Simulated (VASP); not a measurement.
OSZICAR of a VASP run on As (a7):

### OSZICAR
```
       N       E                     dE             d eps       ncg     rms          rms(c)
DAV:   1     0.233971768697E+02    0.23397E+02   -0.37637E+03  2628   0.750E+02
DAV:   2    -0.930818359797E+01   -0.32705E+02   -0.31803E+02  4057   0.112E+02
DAV:   3    -0.102425792391E+02   -0.93440E+00   -0.93010E+00  3041   0.227E+01
DAV:   4    -0.102469840765E+02   -0.44048E-02   -0.44030E-02  3246   0.163E+00
DAV:   5    -0.102469940467E+02   -0.99702E-05   -0.99704E-05  2974   0.700E-02    0.334E+00
DAV:   6    -0.102298199827E+02    0.17174E-01   -0.44155E-03  2870   0.480E-01    0.199E+00
DAV:   7    -0.102201189864E+02    0.97010E-02   -0.97568E-03  2825   0.731E-01    0.677E-02
DAV:   8    -0.102201493311E+02   -0.30345E-04   -0.19506E-04  2726   0.110E-01    0.212E-02
DAV:   9    -0.102201603868E+02   -0.11056E-04   -0.22101E-05  3174   0.362E-02    0.795E-03
DAV:  10    -0.102201597222E+02    0.66463E-06   -0.22902E-06  2088   0.101E-02
   1 F= -.10220160E+02 E0= -.10220232E+02  d E =-.102202E+02
```

### Question
Which electronic solver shows in the log?

### Answer
It is blocked Davidson (ALGO = Normal, or the opening steps of other solvers). The INCAR had ALGO = Normal.

### Question
Can the final energy be trusted as converged?

### Answer
The calculation finished and met its thresholds. It stopped with EDIFF = 1E-6, NELM = 100, NSW = 60 and EDIFFG = -0.01 after 1 ionic step (PBEsol GGA, plane waves, VASP's PBE PAW potentials (set 64)).

The compound is As in the a7 structure. It was relaxed first. The start is the result of an earlier pass.
